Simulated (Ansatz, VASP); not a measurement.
Two plane-wave programs on HfAl5N6

File INCAR:

```
PREC = Accurate ; ENCUT = 520
EDIFF = 1E-6 ; ISMEAR = 0
SIGMA = 0.1 ; LREAL = F
LASPH = T ; NELM = 80
ALGO = Normal ; ISIF = 2
LWAVE = F ; LCHARG = F
GGA = PE ; NBANDS = 40
```

KPOINTS

```
Automatic mesh
0
Gamma
  4 4 4
```

The input POSCAR:

```
HfAl5N6
1.0
    2.3685243000     -7.1055728900      0.0000000000
    2.3685243000      7.1055728900      0.0000000000
    0.0000000000      0.0000000000      4.7370485900
Hf Al N
1 5 6
Direct
    0.0000000000      0.0000000000      0.5000000000
    0.1666666700      0.8333333300      0.0000000000
    0.6666666700      0.3333333300      0.5000000000
    0.5000000000      0.5000000000      0.0000000000
    0.8333333300      0.1666666700      0.0000000000
    0.3333333300      0.6666666700      0.5000000000
    0.5000000000      0.5000000000      0.5000000000
    0.0000000000      0.0000000000      0.0000000000
    0.8333333300      0.1666666700      0.5000000000
    0.3333333300      0.6666666700      0.0000000000
    0.1666666700      0.8333333300      0.5000000000
    0.6666666700      0.3333333300      0.0000000000
```

Input for Ansatz:

```yaml
crystal:
  lattice:
    - [2.3685243, -7.10557289, 0.0]
    - [2.3685243, 7.10557289, 0.0]
    - [0.0, 0.0, 4.73704859]
  atoms:
    - { symbol: Hf, position: [0.0, 0.0, 0.5] }
    - { symbol: Al, position: [0.16666667, 0.83333333, 0.0] }
    - { symbol: Al, position: [0.66666667, 0.33333333, 0.5] }
    - { symbol: Al, position: [0.5, 0.5, 0.0] }
    - { symbol: Al, position: [0.83333333, 0.16666667, 0.0] }
    - { symbol: Al, position: [0.33333333, 0.66666667, 0.5] }
    - { symbol: "N", position: [0.5, 0.5, 0.5] }
    - { symbol: "N", position: [0.0, 0.0, 0.0] }
    - { symbol: "N", position: [0.83333333, 0.16666667, 0.5] }
    - { symbol: "N", position: [0.33333333, 0.66666667, 0.0] }
    - { symbol: "N", position: [0.16666667, 0.83333333, 0.5] }
    - { symbol: "N", position: [0.66666667, 0.33333333, 0.0] }
basis:
  ecutwfc: 420
kpoints:
  mp_grid: { grid: [4, 4, 4] }
hamiltonian:
  xc: pbe
scf:
  occupations: { method: gaussian, width: 0.1 }
  lower_state_search: "off"
output:
  forces: true
  stress: true
  eigenvalues: true
```

Alike in both runs: task single point; functional PBE; k mesh 4 × 4 × 4; occupations gaussian, width 0.1 eV; no spin polarisation.

```csv
,VASP,Ansatz
version,VASP 6.6.1,Ansatz 0.2.0
potentials or method,"VASP PAW PBE potentials, release 64 (Hf_pv, Al, N)","scalar-relativistic, plane waves, PAW"
plane-wave cutoff (eV),520,420
valence electrons in the cell,55,71
```

```csv
,VASP,Ansatz,Ansatz less VASP
gap on the k mesh at the Fermi level (eV),none,none,-
rms of the force components (eV/Å),0.179,0.177,-0.0021
```

Atom by atom the forces differ by 0.013 eV/Å (rms over components). A gap of «none» marks a metal or a gap that the smearing closes. The two sets of potentials don't hold the same shells in valence.

 The runs have no spin-orbit coupling, so splittings on Hf are missing.
